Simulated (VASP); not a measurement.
An input for Quantum ESPRESSO's pw.x (written as the equivalent of a VASP run, and not itself run):

```
&CONTROL
  calculation = 'scf'
  pseudo_dir = './pseudo'
  outdir = './out'
  tprnfor = .true.
  tstress = .true.
/
&SYSTEM
  ibrav = 0
  nat = 8
  ntyp = 3
  ecutwfc = 80
  occupations = 'tetrahedra'
  input_dft = 'pbesol'
/
&ELECTRONS
  conv_thr = 7.3e-09
  electron_maxstep = 100
/
ATOMIC_SPECIES
  Ga 69.723 Ga.upf
  Sb 121.760 Sb.upf
  Al 26.982 Al.upf
CELL_PARAMETERS angstrom
    -0.0000000    3.0631643    3.0631643
     3.0631643   -0.0000000    3.0631643
    12.2399206   12.2399206    0.0127366
ATOMIC_POSITIONS crystal
  Ga   0.9989916  0.9989916  0.0007563
  Ga   0.9998362  0.9998362  0.2501228
  Ga   0.0009134  0.0009134  0.4993149
  Sb   0.2497267  0.2497267  0.0627050
  Sb   0.2504390  0.2504390  0.3121707
  Sb   0.2514805  0.2514805  0.5613896
  Sb   0.2489137  0.2489137  0.8133147
  Al   0.9996987  0.9996987  0.7502260
K_POINTS automatic
  7 7 2 0 0 0
```

Question: Translate this input to VASP (INCAR, KPOINTS, POSCAR, choice of POTCAR).

Answer: Several could match; the one computed here: 
**POSCAR**
```
AlGa3Sb4
1
   -0.0000000000     3.0631642907     3.0631642907
    3.0631642907    -0.0000000000     3.0631642907
   12.2399205515    12.2399205515     0.0127366110
Ga Sb Al
3 4 1
Direct
  0.9989916459   0.9989916459   0.0007562655
  0.9998362311   0.9998362311   0.2501228267
  0.0009134267   0.0009134267   0.4993149299
  0.2497267241   0.2497267241   0.0627049569
  0.2504390429   0.2504390429   0.3121707179
  0.2514805286   0.2514805286   0.5613896036
  0.2489136895   0.2489136895   0.8133147328
  0.9996987110   0.9996987110   0.7502259667
```

**INCAR**
```
SYSTEM=AlGa3Sb4
PREC=Accurate; ENCUT=400; LREAL=F
LASPH=T
EDIFF=1E-7; NELM=100; ALGO=Normal
LMAXMIX=4
ISMEAR=-5
GGA=PS
ISIF=2
LWAVE=F; LCHARG=T; LORBIT=11
NEDOS=601
LEFG=T
```

KPOINTS:
```
Automatic mesh
0
Gamma
7 7 2
0 0 0
```

POTCAR, in this order: Ga_d Sb Al (PBE.64 set). Program: vasp_std.

What does not carry over: the potentials are each code's own (VASP's PAW set, PseudoDojo norm-conserving files in pw.x), so ENCUT and ecutwfc are chosen apart and not converted; conv_thr bounds pw.x's estimated SCF error, while EDIFF bounds the energy change between steps; the field gradients of LEFG aren't asked of the other code.

The structure was generated: AlGa3Sb4 was put into an ordered model structure (R3m), which need not be its known phase. It was relaxed first.
